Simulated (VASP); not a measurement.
These are PBE GGA, VASP's PBE PAW potentials (set 64) (plane waves; VASP) values and carry that method's errors.

VASP ran on this input.

KPOINTS:
```
Automatic
0
gamma
  12 12 12
0 0 0
```

**INCAR**
```
GGA  =  PE
LCHARG  =  .FALSE.
ENCUT  =  400
SIGMA  =  0.1
PREC  =  Normal
NELMIN  =  4
LWAVE  =  .FALSE.
NSW  =  20   # most ionic steps
NELM  =  100
ISMEAR  =  1
SYSTEM  =  Sb
ISIF  =  2   # forces and stress, cell fixed
LREAL  =  .FALSE.   # projection in real space or not
IBRION  =  2   # conjugate gradients
LMAXMIX  =  4   # l cut-off of mixed one-centre charges
LASPH  =  .TRUE.
EDIFF  =  1E-5
ALGO  =  Fast   # Davidson, then RMM-DIIS
EDIFFG  =  -0.03   # ionic stop
```

**POSCAR**
```
Sb
1
    4.0218205050    -2.1929631923    -0.0017339337
    4.0218205050     2.1929631923    -0.0017339337
    2.8276253412     0.0000000000     3.6039789035
Sb
2
Direct
  0.2335000000   0.2335000000   0.2335000000
  0.7665000000   0.7665000000   0.7665000000
```

POTCAR, in this order: Sb (PBE.64 set). Program: vasp_std.

The resulting files:

**OUTCAR**
```
 ion  position               nearest neighbor table
   1  0.233  0.233  0.233-   2 2.96   2 2.96   2 2.96   2 3.41   2 3.41   2 3.41
   2  0.767  0.767  0.767-   1 2.96   1 2.96   1 2.96   1 3.41   1 3.41   1 3.41
  LATTYP: Found a trigonal (rhomboedric) cell.
 ALAT       =     4.5808438899
 COS(alpha) =     0.5416451664
 Subroutine PRICEL returns:
 Original cell was already a primitive cell.
 Subroutine GETGRP returns: Found 12 space group operations
The static configuration has the point symmetry D_3d.
The dynamic configuration has the point symmetry D_3d.
 Subroutine INISYM returns: Found 12 space group operations
 Subroutine IBZKPT returns following result:
 Found    189 irreducible k-points:

 Following reciprocal coordinates:
            Coordinates               Weight
  0.000000  0.000000  0.000000      1.000000
  0.083333 -0.000000 -0.000000      6.000000
  0.166667 -0.000000 -0.000000      6.000000
  0.250000 -0.000000 -0.000000      6.000000
  0.333333 -0.000000 -0.000000      6.000000
  0.416667 -0.000000 -0.000000      6.000000
  0.500000 -0.000000 -0.000000      3.000000
  0.083333  0.083333 -0.000000      6.000000
...
```

**OSZICAR**
```
       N       E                     dE             d eps       ncg     rms          rms(c)
DAV:   1     0.311921336157E+02    0.31192E+02   -0.31746E+03  3402   0.703E+02
DAV:   2    -0.692846217677E+01   -0.38121E+02   -0.37123E+02  4817   0.111E+02
DAV:   3    -0.826176549077E+01   -0.13333E+01   -0.13020E+01  4136   0.253E+01
DAV:   4    -0.827439797964E+01   -0.12632E-01   -0.12629E-01  4132   0.272E+00
DAV:   5    -0.827450264704E+01   -0.10467E-03   -0.10467E-03  3903   0.260E-01    0.279E+00
RMM:   6    -0.827468129426E+01   -0.17865E-03   -0.19227E-03  3402   0.423E-01    0.168E+00
RMM:   7    -0.827474506664E+01   -0.63772E-04   -0.59331E-03  3402   0.739E-01    0.838E-02
RMM:   8    -0.827491573060E+01   -0.17066E-03   -0.62355E-04  3444   0.258E-01    0.284E-02
RMM:   9    -0.827495246870E+01   -0.36738E-04   -0.11934E-04  3410   0.115E-01    0.512E-03
RMM:  10    -0.827495589768E+01   -0.34290E-05   -0.30235E-05  2640   0.575E-02
   1 F= -.82749559E+01 E0= -.82749731E+01  d E =-.827496E+01
```

File OUTCAR:
```
------------------------ aborting loop because EDIFF is reached ----------------------------------------
  FORCE on cell =-STRESS in cart. coord.  units (eV):
  Direction    XX          YY          ZZ          XY          YZ          ZX
  --------------------------------------------------------------------------------------
  Total       -0.0300503     -0.0781975     -0.0729163      0.0000000     -0.0000000      0.0159462
  in kB       -0.7570873     -1.9701099     -1.8370535      0.0000000     -0.0000000      0.4017477
  external PRESSURE =      -1.5214169 kB  Pullay stress =       0.0000000 kB
  volume of cell :       63.59
      direct lattice vectors                 reciprocal lattice vectors
     4.021820505 -2.192963192 -0.001733934     0.124279770 -0.228002003 -0.097507959
     4.021820505  2.192963192 -0.001733934     0.124279770  0.228002003 -0.097507959
     2.827625341  0.000000000  3.603978903     0.000119586  0.000000000  0.277377277
 POSITION                                       TOTAL-FORCE (eV/Angst)
 -----------------------------------------------------------------------------------
      2.53844      0.00000      0.84072        -0.020786      0.000000     -0.006884
      8.33283      0.00000      2.75979         0.020786      0.000000      0.006884
 -----------------------------------------------------------------------------------
    total drift:                               -0.000000     -0.000000     -0.000000
  FREE ENERGIE OF THE ION-ELECTRON SYSTEM (eV)
  ---------------------------------------------------
  free  energy   TOTEN  =        -8.2749558977 eV

  energy  without entropy=       -8.2750074406  energy(sigma->0) =       -8.27497308

 reached required accuracy - stopping structural energy minimisation
```
(Selected blocks of OUTCAR.)

The compound is Sb in the a7 structure. It was relaxed first, which changed the volume by +5 %.
